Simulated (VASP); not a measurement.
Data:

```
CELL_PARAMETERS angstrom
      2.80000     0.00000     0.00000
      0.00000     2.80000     0.00000
      0.00000     0.00000     3.67000
ATOMIC_POSITIONS crystal
  Cu 0.00000 0.00000 0.00000
  Au 0.50000 0.50000 0.50000
```

Method: PBEsol GGA, VASP's PBE PAW potentials (set 64) (plane waves; VASP). Numerical set-up: 400 eV cut-off, 12×12×9 Γ-centred mesh, first-order Methfessel-Paxton smearing of 0.10 eV, potentials Cu Au.

**Question.** The ions, cell shape and volume are relaxed. What does this cell relax into?

**Answer.** 
```
CELL_PARAMETERS angstrom
      2.82628     0.00000     0.00000
      0.00000     2.82628     0.00000
      0.00000     0.00000     3.55229
ATOMIC_POSITIONS crystal
  Cu 0.00000 0.00000 0.00000
  Au 0.50000 0.50000 0.50000
```
Space group P4/mmm (123), at a tolerance of 0.03 Å.

**Question.** How do energy and volume change from the first to the last step?

**Answer.** The energy (σ→0) changes by -3.3 meV/atom and the volume by -1.4 %, in 6 ionic steps.

```tsv
step	E(σ→0) (eV)	max force (eV/Å)	pressure (GPa)	volume (Å³)
1	-8.3489	0.000	-2.25	28.77
2	-8.3480	0.000	2.90	27.94
3	-8.3518	0.000	0.09	28.37
4	-8.3523	0.000	0.23	28.38
5	-8.3540	0.000	0.09	28.38
6	-8.3555	0.000	0.02	28.38
```

The compound is CuAu in the L1_0 structure. This run relaxes it. Symmetry was kept, so distortions that lower it aren't found.
